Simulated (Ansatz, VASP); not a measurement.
# SnTe: VASP beside Ansatz, part 2 of 2

Aim: how closely do two programs agree when they are given the same cell, functional and k mesh? The cell is taken from a series of VASP runs on this material, whose earlier steps may have relaxed, scaled or displaced it; both programs get it as it stands.

VASP 6.6.1 and Ansatz 0.2.0.

So far. Step 4 (Side by side): The walks stopped with 0.05 GPa left in Ansatz and 0.00 GPa in VASP; each walk ends within a tolerance, so the volume difference is uncertain by about these residues over the bulk modulus, most in soft cells.

### Step 5. VASP: relaxation of cell and atoms, r2SCAN

Level of this step: r2SCAN; plane waves and PAW (Te, Sn_d) (VASP).

The relaxed volume is the usual yardstick between codes: its relative difference is about their pressure difference at one cell divided by the bulk modulus. The cell compared in this pair holds 64.79 Å³, against 60.67 Å³ for the pair before.

INCAR

```
SYSTEM = SnTe
PREC = Accurate
ENCUT = 450
EDIFF = 1E-06
NELM = 100
ISMEAR = 0
SIGMA = 0.03
LREAL = .FALSE.
ALGO = Normal
METAGGA = R2SCAN
LASPH = .TRUE.
NBANDS = 16
LORBIT = 11
LWAVE = .FALSE.
LCHARG = .FALSE.
KPAR = 4
IBRION = 2
NSW = 50
ISIF = 3
EDIFFG = -0.006
```

POSCAR

```
SnTe
1.0
    0.0000000000      3.1877545079      3.1877545079
    3.1877545079      0.0000000000      3.1877545079
    3.1877545079      3.1877545079      0.0000000000
Te Sn
1 1
Direct
    0.5000000000      0.5000000000      0.5000000000
    0.0000000000      0.0000000000      0.0000000000
```

KPOINTS

```
Automatic mesh
0
Gamma
6 6 6
0 0 0
```

The projector-augmented-wave data sets are Te and Sn_d (PBE family, release 64).

Command:

```sh
> mpirun -np 4 vasp_std
```

Numbers of over 12 decimals in the logs are rounded to 6 here.

Output:

```text
[banner, memory and clock lines left out]
running    4 mpi-ranks, on    1 nodes
[...]
|                                                                             |
|               ----> ADVICE to this user running VASP <----                  |
|                                                                             |
|     You enforced a specific xc type in the INCAR file but a different       |
|     [... a line on the potential file left out ...]
|     I HOPE YOU KNOW WHAT YOU ARE DOING!                                     |
|                                                                             |

 LDA part: xc-table for (None), standard interpolation
 POSCAR, INCAR and KPOINTS ok, starting setup
[...]
entering main loop
       N       E                     dE             d eps       ncg     rms          rms(c)
DAV:   1     0.745932257632E+02    0.74593E+02   -0.93649E+03   520   0.132E+03
DAV:   2    -0.439427634547E+02   -0.11854E+03   -0.11571E+03   560   0.333E+02
[...]
DAV:   4    -0.506829403389E+02    0.15953E-04   -0.47053E-05   544   0.668E-02    0.129E-02
DAV:   5    -0.506829339311E+02    0.64078E-05   -0.59169E-06   728   0.203E-02    0.754E-03
DAV:   6    -0.506829329195E+02    0.10116E-05   -0.12944E-06   400   0.937E-03    0.169E-03
DAV:   7    -0.506829331272E+02   -0.20776E-06   -0.14224E-07   304   0.384E-03
   2 F= -.50682933E+02 E0= -.50682933E+02  d E =-.126536E-05
 trial-energy change:   -0.000001  1 .order   -0.000042   -0.000228    0.000143
 step:   0.4496(harm=  0.6144)  dis= 0.00000  next Energy=   -50.682979 (dE=-0.475E-04)
[...]
N       E                     dE             d eps       ncg     rms          rms(c)
DAV:   1    -0.506837233028E+02   -0.79038E-03   -0.17382E-02   632   0.195E+00    0.163E-01
DAV:   2    -0.506831192764E+02    0.60403E-03   -0.10397E-03   640   0.481E-01    0.711E-02
DAV:   3    -0.506829702085E+02    0.14907E-03   -0.44912E-04   664   0.311E-01    0.137E-02
DAV:   4    -0.506829687656E+02    0.14429E-05   -0.14277E-05   552   0.367E-02    0.705E-03
DAV:   5    -0.506829693225E+02   -0.55697E-06   -0.17225E-06   536   0.111E-02
   3 F= -.50682969E+02 E0= -.50682968E+02  d E =-.374607E-04
[...]
reached required accuracy - stopping structural energy minimisation
```

Parts of OUTCAR (step 5):

```text
  Total        0.0057142      0.0057142      0.0057142      0.0000000      0.0000000      0.0000000
  in kB        0.1410552      0.1410552      0.1410552      0.0000000      0.0000000      0.0000000
  external PRESSURE =       0.1410552 kB  Pullay stress =       0.0000000 kB

 POSITION                                       TOTAL-FORCE (eV/Angst)
 -----------------------------------------------------------------------------------
      3.18969      3.18969      3.18969        -0.000000      0.000000      0.000000
      0.00000      0.00000      0.00000         0.000000     -0.000000     -0.000000
 -----------------------------------------------------------------------------------
    total drift:                                0.000000     -0.000000     -0.000000

  FREE ENERGIE OF THE ION-ELECTRON SYSTEM (eV)
  ---------------------------------------------------
  free  energy   TOTEN  =       -50.6829693225 eV

  energy  without entropy=      -50.6829674177  energy(sigma->0) =      -50.68296837

[... 2 parts as in an earlier step ...]

[... 2 further parts left out ...]
[key lines of the parts left out:]
E-fermi :   6.6242
```

### Step 6. Ansatz: relaxation of cell and atoms, r2SCAN

The same cell, functional, mesh and smearing now go to Ansatz, which takes its cutoff from its data sets.

The cell is taken from a series of VASP runs on this material, whose earlier steps may have relaxed, scaled or displaced it; both programs get it as it stands.

input.yaml

```yaml
crystal:
  lattice:
    - [0.0, 3.1877545079, 3.1877545079]
    - [3.1877545079, 0.0, 3.1877545079]
    - [3.1877545079, 3.1877545079, 0.0]
  atoms:
    - { symbol: Te, position: [0.5, 0.5, 0.5] }
    - { symbol: Sn, position: [0.0, 0.0, 0.0] }
hamiltonian:
  xc: r2scan
  pseudopotentials: { kind: paw }
kpoints:
  mp_grid: { grid: [6, 6, 6] }
scf:
  occupations: { method: gaussian, width: 0.03 }
relax:
  f_tol: 0.01
  max_steps: 60
  cell: { stress_tol: 0.05 }
output:
  forces: true
  stress: true
  write_density: true
  write_potential: true
  elf: true
  volumetric_format: npy
```

Command:

```sh
> ansatz run input.yaml --threads 4 --pin off --max-ram 9216MiB --backend cpu --events-out ev --progress --plain --runs-dir out
```

Output:

```text
[...]
Crystal: 2 atoms, lattice volume = 64.787 Å³
Basis set: ecut = 500 eV, 1639 PW (Γ), exchange–correlation on 144×144×144 points (64 copies of the dense FFT grid, shifted against one another)
Bands: 19, of which v1, the nominal top of the filled ones, is band 15 counted from 1 (14 counted from 0)
Symmetry: 48 space group operations
[...]
k-points: 16 of 216
[...]
k-point 15: bands = [... 11 lower, 1.7254, 3.8209, 4.6756, 7.1194, 11.2723, 12.8934, 14.6093, 14.8692]
--- Relaxed structure (2 steps of the walk, 2 accepted, 1 SCFs on fresh bases) ---
[...]
cell:  # Å, volume = 64.9191 Å³
    - [0, 3.189928, 3.189928]
    - [3.189928, 0, 3.189928]
    - [3.189928, 3.189928, 0]
  atoms:
    - { symbol: Te, position: [0.5, 0.5, 0.5] }
    - { symbol: Sn, position: [0, 0, 0] }
[key lines of the parts left out:]
SCF converged after 4 iterations
Free energy (F): -13033.982051 eV
Fermi energy:    9.252972 eV
P = ⅓ Tr σ = -0.0228 GPa (-0.228 kbar)
```

It took 6.1 s on 4 threads of Arm Neoverse N1, shared host; peak memory 0.54 GiB.

### Step 7. Side by side

What differs besides the data sets and the points named for the pairs above, as far as they apply: VASP keeps PBE cores, Ansatz makes them for the functional; the cutoff is 500 eV in Ansatz and 450 eV in VASP. Total energies have different zeros and are not compared.

The two programs side by side:

```
                                         quantity  Ansatz   VASP  difference
                                      volume (Å³)   64.92  64.90     +0.02 %
edge a after relaxation, in the typed setting (Å)   4.511  4.511     +0.01 %
```

The walks stopped with -0.02 GPa left in Ansatz and 0.01 GPa in VASP; each walk ends within a tolerance, so the volume difference is uncertain by about these residues over the bulk modulus, most in soft cells.

### Step 8. What came out

| Property | Result |
| --- | --- |
| difference in volume (relaxation of cell and atoms, LDA) | -0.26 % |
| difference in volume (relaxation of cell and atoms, r2SCAN) | 0.022 % |

In words: The difference in volume is -0.26 % (relaxation of cell and atoms, LDA), within the 1.2 % picked in this series as the mark of a large difference, as far as the stopping tolerances let one tell. How closely two codes agree says nothing of how well the functional describes the real material.

[Lines on the potential files, build, host, timing and source positions are cut from VASP's logs without a mark.]

[Logs are printed without paths, hosts, clocks, repeated set-up lines and the standing remarks that a program may print on its own settings, such as how far it seeks lower states.]

[Hosts, paths, dates, database ids (printed as entryN), source tags and the programs' standing remarks are cut or masked in the printed files.]
